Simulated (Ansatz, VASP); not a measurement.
**GeSb3O2 in VASP and in Ansatz**

```
Ge Sb O
1.0
     3.53715    0.00000    0.00000
     0.00000    3.53715    0.00000
     0.00000    0.00000   12.34774
Ge Sb O
1 3 2
Direct
  0.50000 0.50000 0.15158
  0.00000 0.00000 0.65145
  0.00000 0.00000 0.32937
  0.50000 0.50000 0.85221
  0.00000 0.00000 0.02411
  0.50000 0.50000 0.49128
```

Change from the starting cell: species swapped into the Zr3TiCu2 type (P4mm, No. 99).

Alike in both runs: task single point; functional PBE; k mesh 6 × 6 × 2; occupations gaussian, width 0.1 eV; no spin polarisation.

```csv
,VASP,Ansatz
version,VASP 6.6.1,Ansatz 0.2.0
potentials or method,"VASP PAW PBE potentials, release 64 (Ge_d, Sb, O)","scalar-relativistic, plane waves, PAW"
plane-wave cutoff (eV),520,420
valence electrons in the cell,41,71
```

|  | VASP | Ansatz | Ansatz less VASP |
| --- | --- | --- | --- |
| gap on the k mesh at the Fermi level (eV) | none | none | - |
| pressure (GPa) | -13.3 | -13.1 | +0.13 |
| largest component of the traceless stress (GPa) | 1.58 | 1.59 | +0.009 |
| rms of the force components (eV/Å) | 0.398 | 0.398 | +0.0001 |

Atom by atom the forces differ by 0.003 eV/Å (rms over components). A gap of «none» marks a metal or a gap that the smearing closes. The two sets of potentials don't hold the same shells in valence.

Caveats: an odd number of electrons without spin polarisation forces a metal; a magnetic or distorted state may lie lower. The runs have no spin-orbit coupling, so splittings on Sb are missing.
